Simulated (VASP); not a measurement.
HfC (rock salt): computed properties

All values below come from r2SCAN meta-GGA, VASP's PBE PAW potentials (set 64) (plane waves; VASP 6.6.1).

| Quantity | Value |
|---|---|
| space group | Fm-3m (225) |
| cell | a = 4.635 Å, b = 4.635 Å, c = 4.635 Å, α = 90.00°, β = 90.00°, γ = 90.00° |
| volume per atom | 12.44 Å^3/atom |
| band gap (over mesh and band path) | none (metal, semimetal or under 0.01 eV) |
| band gap with spin-orbit coupling | none (metallic) |
| density | 12.71 g/cm³ |

```yaml
crystal:
  lattice:
    - [0.00000, 2.31726, 2.31726]
    - [2.31726, 0.00000, 2.31726]
    - [2.31726, 2.31726, 0.00000]
  atoms:
    - { symbol: Hf, position: [0.00000, 0.00000, 0.00000] }
    - { symbol: C, position: [0.50000, 0.50000, 0.50000] }
```

Measured: a 4.638 Å (computed value off by -0.1 %), as given by Guo-Xu Zhang et al., New Journal of Physics (2018), doi:10.1088/1367-2630/aac7f0. The calculation is for a static lattice, while the measured a holds thermal and zero-point effects, which are part of the difference. Unless said otherwise, spin-orbit coupling is left out, though it shifts the bands of the heavy elements here.

The compound is HfC in the rock salt structure. It was relaxed first. Symmetry was kept, so distortions that lower it aren't found.
